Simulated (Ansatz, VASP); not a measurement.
One calculation of CaMg, two programs

```
Ca Mg
1.0
     3.66812    0.00000    0.00000
    -1.83406    3.17668    0.00000
     0.00000    0.00000    5.45363
Ca Mg
1 1
Direct
  0.00000 0.00000 0.50000
  0.66667 0.33333 0.00000
```

Change from the starting cell: strain +0.000 along x and y, -0.030 along z, atoms carried along.

Alike in both runs: task single point; functional LDA; k mesh 15 × 15 × 8; occupations gaussian, width 0.15 eV; no spin polarisation.

|  | VASP | Ansatz |
| --- | --- | --- |
| version | VASP 6.6.1 | Ansatz 0.2.0 |
| potentials or method | VASP PAW LDA potentials, release 64 (Ca_sv, Mg) | scalar-relativistic, plane waves, PAW |
| plane-wave cutoff (eV) | 520 | 420 |
| valence electrons in the cell | 12 | 20 |

|  | VASP | Ansatz | Ansatz less VASP |
| --- | --- | --- | --- |
| gap on the k mesh at the Fermi level (eV) | none | none | - |
| pressure (GPa) | -1.2 | -1.1 | +0.16 |
| largest component of the traceless stress (GPa) | 0.14 | 0.20 | +0.060 |

A gap of «none» marks a metal or a gap that the smearing closes. The two sets of potentials don't hold the same shells in valence.
